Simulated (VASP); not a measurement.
Energy against volume of CuAu (L1_0). Calculation: PBE GGA, VASP's PBE PAW potentials (set 64) (plane waves; VASP). Run with 520 eV cut-off, 13×13×10 Γ-centred mesh, first-order Methfessel-Paxton smearing of 0.10 eV, potentials Cu Au.

Shape and ions are relaxed at each volume.

```csv
V (Å³/atom),E (eV/atom)
14.560,-3.52498
15.010,-3.53145
15.461,-3.52603
15.911,-3.51093
```

**Question.** Fit these four points and predict the energy of the run at 14.110 Å³/atom.

**Answer.** A cubic in V^(−2/3), the third-order Birch-Murnaghan form, passes through the four points with V0 = 15.02 Å³/atom and B0 = 140 GPa, and gives -3.5040 eV/atom there. The run gave -3.5040 eV/atom, -0.0 meV/atom from the fit; all five points give B0 = 140 GPa.

The compound is CuAu in the L1_0 structure. It was relaxed first.
